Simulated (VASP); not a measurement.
# Be3CdO4 (P-4m2) in VASP: further runs

The runs below take Be3CdO4 through single point, relaxation of cell and atoms, with r2SCAN, PBE.

Program: VASP 6.6.1. These are calculated values, not measurements. Logs are shortened: lines on timing, memory, paths and dates and some standing lists are left out, and cuts for length are marked.

## 1. Starting point

It takes space group P-4m2 (No. 115, tetragonal). Conventional cell: a = 2.861 Å, b = 2.861 Å, c = 8.720 Å, α = 90.00°, β = 90.00°, γ = 90.00°. Around Be (site symmetry 2mm) lie 4 O at 1.68 to 1.70 Å. Be (site symmetry -4m2) has 4 O at 1.69 Å as nearest neighbours. Cd (site symmetry -4m2) is surrounded by 4 O at 2.19 Å. Around O (site symmetry 2mm) lie 4 Be at 1.69 to 1.70 Å. O (site symmetry 2mm) is surrounded by 2 Be at 1.68 Å.

The cell was built by a generator and needn't be a form met in nature.

## 2. Single point, r2SCAN

File INCAR:

```
PREC = Accurate
ENCUT = 520
EDIFF = 1E-6
ISMEAR = 0
SIGMA = 0.03
LREAL = F
LASPH = T
NELM = 150
ALGO = Normal
ISIF = 2
LWAVE = F
LCHARG = F
METAGGA = R2SCAN
LMIXTAU = T
NBANDS = 31
KPAR = 8
```

File KPOINTS:

```
Automatic mesh
0
Gamma
  8 8 4
```

File POSCAR:

```
Be3CdO4                                 
1.0
    2.8606764740      0.0000000000      0.0000000000
    0.0000000000      2.8606764740     -0.0000000000
   -0.0000000000      0.0000000000      8.7196058233
  Be              Cd              O             
     3     1     4
Direct
     0.5000000000000000    0.5000000000000000    0.7085498761579754
     0.0000000000000000    1.0000000000000000    0.5000000000000000
     0.5000000000000000    0.5000000000000000    0.2914501238420246
     0.0000000000000000    1.0000000000000000    0.0000000000000000
     0.0000000000000000    0.5000000000000000    0.6038524630850916
     0.5000000000000000    1.0000000000000000    0.8096305737689344
     0.5000000000000000    1.0000000000000000    0.3961475369149084
     0.0000000000000000    0.5000000000000000    0.1903694262310656
```

Potentials or basis: VASP PAW PBE potentials, release 64 (Be, Cd, O).

Run with:

```
$ cat potpaw_PBE.64/Be/POTCAR potpaw_PBE.64/Cd/POTCAR potpaw_PBE.64/O/POTCAR > POTCAR
$ mpirun -np 8 vasp_std > vasp.out
```

OUTCAR:

```text
PREC = Accurate
   ENCUT = 520
   EDIFF = 1E-6
   ISMEAR = 0
   LREAL = F
   LASPH = T
   NELM = 150
   ISIF = 2
   METAGGA = R2SCAN

 ion  position               nearest neighbor table
   1  0.500  0.500  0.709-   6 1.68   6 1.68   5 1.70   5 1.70
   2  0.000  0.000  0.500-   5 1.69   7 1.69   5 1.69   7 1.69
   3  0.500  0.500  0.291-   8 1.68   8 1.68   7 1.70   7 1.70
   4  0.000  0.000  0.000-   6 2.19   8 2.19   8 2.19   6 2.19
   5  0.000  0.500  0.604-   2 1.69   2 1.69   1 1.70   1 1.70
   6  0.500  0.000  0.810-   1 1.68   1 1.68   4 2.19   4 2.19
   7  0.500  0.000  0.396-   2 1.69   2 1.69   3 1.70   3 1.70
   8  0.000  0.500  0.190-   3 1.68   3 1.68   4 2.19   4 2.19

  LATTYP: Found a simple tetragonal cell.
 ALAT       =     2.8606764740
 C/A-ratio  =     3.0480922616

  Lattice vectors:

 A1 = (   2.8606764740,   0.0000000000,   0.0000000000)
 A2 = (   0.0000000000,   2.8606764740,   0.0000000000)
 A3 = (   0.0000000000,   0.0000000000,   8.7196058233)

Analysis of symmetry for initial positions (statically):
=====================================================================
 Subroutine PRICEL returns:
 Original cell was already a primitive cell.

 Routine SETGRP: Setting up the symmetry group for a
 simple tetragonal supercell.

 Subroutine GETGRP returns: Found  8 space group operations
 (whereof  8 operations were pure point group operations)
 out of a pool of 16 trial point group operations.

The static configuration has the point symmetry D_2d.

Analysis of symmetry for dynamics (positions and initial velocities):
=====================================================================
 Subroutine PRICEL returns:
 Original cell was already a primitive cell.

 Routine SETGRP: Setting up the symmetry group for a
 simple tetragonal supercell.

 Subroutine GETGRP returns: Found  8 space group operations
 (whereof  8 operations were pure point group operations)
 out of a pool of 16 trial point group operations.

The dynamic configuration has the point symmetry D_2d.

 Subroutine INISYM returns: Found  8 space group operations
 (whereof  8 operations are pure point group operations),
 and found     1 'primitive' translations

----------------------------------------------------------------------------------------

                                     Primitive cell

  volume of cell :      71.3566

  direct lattice vectors                    reciprocal lattice vectors
     2.860676474  0.000000000  0.000000000     0.349567667  0.000000000  0.000000000
     0.000000000  2.860676474  0.000000000     0.000000000  0.349567667  0.000000000
     0.000000000  0.000000000  8.719605823     0.000000000  0.000000000  0.114684083

  length of vectors
     2.860676474  2.860676474  8.719605823     0.349567667  0.349567667  0.114684083

  position of ions in fractional coordinates (direct lattice)
     0.500000000  0.500000000  0.708549876
     0.000000000  0.000000000  0.500000000
     0.500000000  0.500000000  0.291450124
     0.000000000  0.000000000  0.000000000
     0.000000000  0.500000000  0.603852463
     0.500000000  0.000000000  0.809630574
     0.500000000  0.000000000  0.396147537
     0.000000000  0.500000000  0.190369426

  ion indices of the primitive-cell ions
   primitive index   ion index
                 1           1
                 2           2
                 3           3
                 4           4
                 5           5
                 6           6
                 7           7
                 8           8

----------------------------------------------------------------------------------------

 KPOINTS: Automatic mesh

Automatic generation of k-mesh.
 Grid dimensions read from file:
 generate k-points for:    8    8    4

 Generating k-lattice:

  Cartesian coordinates                     Fractional coordinates (reciprocal lattice)
     0.043695958  0.000000000  0.000000000     0.125000000  0.000000000  0.000000000
     0.000000000  0.043695958  0.000000000     0.000000000  0.125000000  0.000000000
     0.000000000  0.000000000  0.028671021     0.000000000  0.000000000  0.250000000

  Length of vectors
     0.043695958  0.043695958  0.028671021

  Shift w.r.t. Gamma in fractional coordinates (k-lattice)
     0.000000000  0.000000000  0.000000000

 Subroutine IBZKPT returns following result:
 ===========================================

 Found     45 irreducible k-points:

 Following reciprocal coordinates:
            Coordinates               Weight
  0.000000  0.000000  0.000000      1.000000
  0.125000  0.000000  0.000000      4.000000
  0.250000  0.000000  0.000000      4.000000
  0.375000  0.000000  0.000000      4.000000
  0.500000  0.000000  0.000000      2.000000
  0.125000  0.125000  0.000000      4.000000
[... 16 lines left out ...]
  0.375000  0.125000  0.250000     16.000000
  0.500000  0.125000  0.250000      8.000000
 [... further k-points ...]
   k-points           NKPTS =     45   k-points in BZ     NKDIM =     45   number of bands    NBANDS=     31
   number of dos      NEDOS =    301   number of ions     NIONS =      8
   total plane-waves  NPLWV =  40320
   dimension x,y,z NGX =    24 NGY =   24 NGZ =   70
   dimension x,y,z NGXF=    48 NGYF=   48 NGZF=  140
   ions per type =               3   1   4
   NGX,Y,Z   is equivalent  to a cutoff of  13.95, 13.95, 13.35 a.u.
   NGXF,Y,Z  is equivalent  to a cutoff of  27.89, 27.89, 26.69 a.u.
 SYSTEM =  unknown system
   PREC   = accura    normal or accurate (medium, high low for compatibility)
   ISTART =      0    job   : 0-new  1-cont  2-samecut
   ICHARG =      2    charge: 1-file 2-atom 10-const
   ISPIN  =      1    spin polarized calculation?
   LNONCOLLINEAR =      F non collinear calculations
   LSORBIT =      F    spin-orbit coupling
   LASPH  =      T    aspherical Exc in radial PAW
   ENCUT  =  520.0 eV  38.22 Ry    6.18 a.u.   5.32  5.32 16.21*2*pi/ulx,y,z
   NELM   =    150;   NELMIN=  2; NELMDL= -5     # of ELM steps
   EDIFF  = 0.1E-05   stopping-criterion for ELM
   LREAL  =      F    real-space projection
   EDIFFG = 0.1E-04   stopping-criterion for IOM
   NSW    =      0    number of steps for IOM
   IBRION =     -1    ionic relax: 0-MD 1-quasi-New 2-CG
   NFREE  =      0    steps in history (QN), initial steepest desc. (CG)
   ISIF   =      2    stress and relaxation
   ISYM   =      2    0-nonsym 1-usesym 2-fastsym
   POTIM  = 0.5000    time-step for ionic-motion
   TEBEG  =    0.0;   TEEND  =   0.0 temperature during run
   PSTRESS=    0.0 pullay stress
   NELECT =      42.0000    total number of electrons
   NUPDOWN=      -1.0000    fix difference up-down
   EMIN   =  10.00;   EMAX   =-10.00  energy-range for DOS
   EFERMI =   0.00;   METHOD = LEGACY
   ISMEAR =     0;   SIGMA  =   0.03  broadening in eV -4-tet -1-fermi 0-gaus
   EFERMI_NEDOS =   21; number of points for ismear=-14 and -15
   IALGO  =     38    algorithm
   IMIX   =      4    mixing-type and parameters
     AMIX     =   0.40;   BMIX     =  1.00
     AMIX_MAG =   1.60;   BMIX_MAG =  1.00
  volume/ion in A,a.u.               =       8.92        60.19
  Fermi-wavevector in a.u.,A,eV,Ry     =   1.371976  2.592659 25.610489  1.882318
  Thomas-Fermi vector in A             =   2.497624
   LORBIT       =      0    0 simple, 1 ext, 2 COOP (PROOUT), +10 PAW based schemes
   METAGGA = R2SCAN    functional components
   LHFCALC =     F    Hartree Fock is set to
   AEXX    =    0.0000 exact exchange contribution
   IVDW    =     0    specifies the selected vdW correction
   LEPSILON=     F    determine dielectric tensor
   LRPA    =     F    only Hartree local field effects (RPA)
 non-spin polarized calculation
 Gauss-broadening in eV      SIGMA  =   0.03
  energy-cutoff  :      520.00
  volume of cell :       71.36
 maximum number of plane-waves:      1960
 NGX is ok and might be reduce to    24
   NGX = 11   NGY = 11   NGZ = 33

 number of electron      42.0000023 magnetization

 Free energy of the ion-electron system (eV)
  ---------------------------------------------------
  ext. energy  EPLUGINS =         0.00000000
  ---------------------------------------------------
  free energy    TOTEN  =       -75.99812280 eV

  energy without entropy =      -75.99812280  energy(sigma->0) =      -75.99812280

 E-fermi :   2.7110     XC(G=0): -11.6534

 val. band max:        2.5481447356   @ k =   0.0000   0.0000   0.0000
 cond. band min:       4.7010990107   @ k =   0.0000   0.0000   0.0000
 fundamental gap:      2.1529542751
 Fermi energy:         2.7110037640

 k-point     1 :       0.0000    0.0000    0.0000
  band No.  band energies     occupation
      1     -16.8394      2.00000
      2     -16.2336      2.00000
      3     -15.6775      2.00000
      4     -14.9163      2.00000
      5      -6.3318      2.00000
      6      -5.6136      2.00000
[... 23 lines left out ...]
     30      17.6748      0.00000
     31      18.0058      0.00000

 k-point     2 :       0.1250    0.0000    0.0000
  band No.  band energies     occupation
      1     -16.7289      2.00000
      2     -16.1558      2.00000
      3     -15.6277      2.00000
      4     -14.9266      2.00000
      5      -6.2250      2.00000
      6      -5.4741      2.00000
[... 23 lines left out ...]
     30      17.9176      0.00000
     31      18.1918      0.00000

 k-point     3 :       0.2500    0.0000    0.0000
  band No.  band energies     occupation
      1     -16.4200      2.00000
      2     -15.9493      2.00000
      3     -15.5161      2.00000
      4     -14.9906      2.00000
      5      -6.0550      2.00000
      6      -5.2509      2.00000
[... 703 lines left out ...]
     30      16.6483      0.00000
     31      17.7913      0.00000

 k-point    24 :       0.5000    0.1250    0.2500
  band No.  band energies     occupation
      1     -15.4990      2.00000
      2     -15.4952      2.00000
      3     -15.4248      2.00000
      4     -15.4173      2.00000
      5      -5.6943      2.00000
      6      -5.4885      2.00000
[... 23 lines left out ...]
     30      16.2034      0.00000
     31      17.5420      0.00000

 [... further k-points ...]

------------------------ aborting loop because EDIFF is reached ----------------------------------------

  FORCE on cell =-STRESS in cart. coord.  units (eV):
  Direction    XX          YY          ZZ          XY          YZ          ZX
  --------------------------------------------------------------------------------------
  -------------------------------------------------------------------------------------
  Total       -1.7983536     -1.7983536     -2.1388980      0.0000000      0.0000000      0.0000000
  in kB      -40.3786078    -40.3786078    -48.0248838      0.0000000      0.0000000      0.0000000
  external PRESSURE =     -42.9273665 kB  Pullay stress =       0.0000000 kB

 VOLUME and BASIS-vectors are now :
 -----------------------------------------------------------------------------
  energy-cutoff  :      520.00
  volume of cell :       71.36
      direct lattice vectors                 reciprocal lattice vectors
     2.860676474  0.000000000  0.000000000     0.349567667  0.000000000  0.000000000
     0.000000000  2.860676474  0.000000000     0.000000000  0.349567667  0.000000000
     0.000000000  0.000000000  8.719605823     0.000000000  0.000000000  0.114684083

 POSITION                                       TOTAL-FORCE (eV/Angst)
 -----------------------------------------------------------------------------------
      1.43034      1.43034      6.17828        -0.000000      0.000000     -0.051509
      0.00000      0.00000      4.35980        -0.000000      0.000000      0.000000
      1.43034      1.43034      2.54133        -0.000000     -0.000000      0.051509
      0.00000      0.00000      0.00000         0.000000      0.000000      0.000000
      0.00000      1.43034      5.26536         0.000000      0.000000      0.008870
      1.43034      0.00000      7.05966        -0.000000      0.000000      0.201434
      1.43034      0.00000      3.45425        -0.000000      0.000000     -0.008870
      0.00000      1.43034      1.65995        -0.000000      0.000000     -0.201434
 -----------------------------------------------------------------------------------
    total drift:                                0.000000      0.000000     -0.000000

  FREE ENERGIE OF THE ION-ELECTRON SYSTEM (eV)
  ---------------------------------------------------
  free  energy   TOTEN  =       -75.9981228036 eV

  energy  without entropy=      -75.9981228036  energy(sigma->0) =      -75.99812280
```

Run time: 50 s. Hardware: 8 MPI ranks of AMD EPYC 9R45 (Zen 5), shared host; peak memory 0.26 GiB.

What came out:

```yaml
Free_energy: -75.9981 eV
Pressure: -4.3 GPa
Largest_force: 0.201 eV/Å
Band_gap_on_the_k_mesh: 2.15 eV, direct
```

Forces in eV/Å, atoms in the order of the input:
```
Be   0.000  0.000 -0.052
Be   0.000  0.000  0.000
Be   0.000  0.000  0.052
Cd   0.000  0.000  0.000
O    0.000  0.000  0.009
O    0.000  0.000  0.201
O    0.000  0.000 -0.009
O    0.000  0.000 -0.201
```

Stress tensor (GPa, compression positive):
```
-4.04  0.00  0.00
 0.00 -4.04  0.00
 0.00  0.00 -4.80
```

Levels at points of the mesh, in eV from the valence-band top:
```
           k point  band 19  band 20  band 21  band 22  band 23  band 24
(0.00, 0.00, 0.00)    -0.86     0.00     0.00     2.15     7.04     8.04
(0.50, 0.00, 0.00)    -1.04    -1.01    -0.07     4.49     5.45    11.39
(0.50, 0.50, 0.00)    -2.22    -2.03    -2.00     6.09     6.09     9.75
(0.00, 0.00, 0.50)    -1.08    -0.08    -0.08     2.51     6.86     7.57
(0.50, 0.00, 0.50)    -1.48    -1.38    -0.07     4.50     5.47    11.40
(0.50, 0.50, 0.50)    -2.41    -2.36    -1.77     6.49     6.49     8.80
```

Caveat: the PAW data sets were made with another functional, which shifts forces and pressure a little. A k mesh can miss the band edges.

## 3. Relaxation of cell and atoms, PBE

This run uses another cell than the first one, of 9.02 Å³/atom, 1.011 times its volume.

File INCAR:

```
PREC = Accurate
ENCUT = 520
EDIFF = 1E-6
ISMEAR = 0
SIGMA = 0.03
LREAL = F
LASPH = T
NELM = 120
ALGO = Normal
ISIF = 3
LWAVE = F
LCHARG = F
GGA = PE
IBRION = 2
NSW = 90
EDIFFG = -0.01
KPAR = 8
```

File KPOINTS:

```
Automatic mesh
0
Gamma
  8 8 8
```

File POSCAR:

```
Be3CdO4
1.0
   -2.1300000000      2.1300000000      3.9760000000
    2.1300000000     -2.1300000000      3.9760000000
    2.1300000000      2.1300000000     -3.9760000000
Be Cd O
3 1 4
Direct
    0.2500000000      0.7500000000      0.5000000000
    0.7500000000      0.2500000000      0.5000000000
    0.5000000000      0.5000000000      0.0000000000
    0.0000000000      0.0000000000      0.0000000000
    0.4412391000      0.8487508400      0.0000000000
    0.8487508400      0.4412391000      0.0000000000
    0.1512491600      0.1512491600      0.5924882600
    0.5587609000      0.5587609000      0.4075117400
```

Potentials or basis: VASP PAW PBE potentials, release 64 (Be, Cd, O).

Run with:

```
$ cat potpaw_PBE.64/Be/POTCAR potpaw_PBE.64/Cd/POTCAR potpaw_PBE.64/O/POTCAR > POTCAR
$ mpirun -np 8 vasp_std > vasp.out
```

Wall time 21 s (8 MPI ranks of AMD EPYC 9R45 (Zen 5), shared host); peak memory 0.32 GiB.

Results (log left out):

```yaml
Free_energy: -48.6421 eV
Relaxed_volume: 9.00 Å³/atom
Relaxed_cell: a = 4.984 Å, b = 4.984 Å, c = 4.984 Å, α = 129.43°, β = 129.43°, γ = 74.32°
Space_group_after_relaxing_to_0.05_Å: I-42m (No. 121)
Energy_gained_by_relaxing: 0.0 meV/atom
Ionic_steps: 2
Pressure_after_relaxing: 0.0 GPa
Largest_force_after_relaxing: 0.009 eV/Å
Band_gap_on_the_k_mesh: 2.96 eV, indirect (least direct gap 3.01 eV)
```

Forces in eV/Å, atoms in the order of the input:
```
Be   0.000  0.000  0.000
Be   0.000  0.000  0.000
Be   0.000  0.000  0.000
Cd   0.000  0.000  0.000
O   -0.004  0.004  0.007
O    0.004 -0.004  0.007
O    0.004  0.004 -0.007
O   -0.004 -0.004 -0.007
```

Stress tensor (GPa, compression positive):
```
 0.11  0.00  0.00
 0.00  0.11  0.00
 0.00  0.00 -0.09
```

Step by step:
```tsv
step	energy change (eV)	largest force (eV/Å)	pressure (GPa)	volume (Å³)
1	0.0000	0.0449	-0.23	72.15
2	-0.0003	0.0090	0.04	72.02
```

Final structure:
```xyz
8
Lattice="-2.1290 2.1290 3.9723 2.1290 -2.1290 3.9723 2.1290 2.1290 -3.9723" Properties=species:S:1:pos:R:3 pbc="T T T"
Be    2.1290    0.0000    1.9862
Be    0.0000    2.1290    1.9862
Be    2.1290    2.1290    0.0000
Cd    2.1290    2.1290   -3.9723
O     0.8678   -0.8678    5.1264
O    -0.8678    0.8678    5.1264
O     1.2611    1.2611   -1.1541
O     0.8678    0.8678    2.8183
```

Levels at points of the mesh, in eV from the valence-band top:
| k point | band 17 | band 18 | band 19 | band 20 | band 21 | band 22 | band 23 | band 24 | band 25 | band 26 |
| --- | --- | --- | --- | --- | --- | --- | --- | --- | --- | --- |
| (0.00, 0.00, 0.00) | -2.38 | -2.38 | -0.86 | -0.05 | -0.05 | 2.96 | 6.11 | 9.07 | 9.07 | 10.88 |
| (0.50, 0.00, 0.00) | -2.43 | -1.64 | -1.16 | -0.81 | -0.22 | 5.70 | 6.66 | 8.49 | 8.75 | 10.54 |
| (0.50, 0.50, 0.00) | -1.78 | -1.23 | -0.85 | -0.35 | -0.07 | 5.86 | 7.34 | 7.95 | 9.54 | 9.59 |
| (0.50, 0.50, 0.50) | -2.63 | -2.51 | -0.98 | -0.23 | -0.23 | 5.08 | 6.52 | 6.52 | 7.12 | 11.12 |

A k mesh can miss the band edges.

(Part 1 of 2 ends here.)
